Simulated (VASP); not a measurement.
Given:

```yaml
crystal:
  lattice:
    - [-2.88834, 2.88834, 1.56603]
    - [2.88834, -2.88834, 1.56603]
    - [2.88834, 2.88834, -1.56603]
  atoms:
    - { symbol: Sn, position: [0.75000, 0.25000, 0.50000] }
    - { symbol: Sn, position: [0.00000, 0.00000, 0.00000] }
```

Method: LDA (Ceperley-Alder, Perdew-Zunger) with spin-orbit coupling, VASP's LDA PAW potentials (set 64) (plane waves; VASP). Settings: 400 eV cut-off, 12×12×12 Γ-centred mesh, Gaussian smearing of 0.050 eV, potentials Sn_d.

The job: Sn (space group I4_1/amd), 2 atoms, LDA+SOC, static run, 400 eV, 12×12×12 Γ-centred mesh. Roughly how much core time does it take on a busy server core?

About 6 core-minutes (one run on a shared machine, a rough figure). It had 163 irreducible k-points, 36 bands, up to 1932 plane waves and 11 electronic steps.

The structure comes from a computed database's Sn entry (I4_1/amd); how it stands against other phases isn't given here. It was relaxed first, which changed the volume by -6 %.
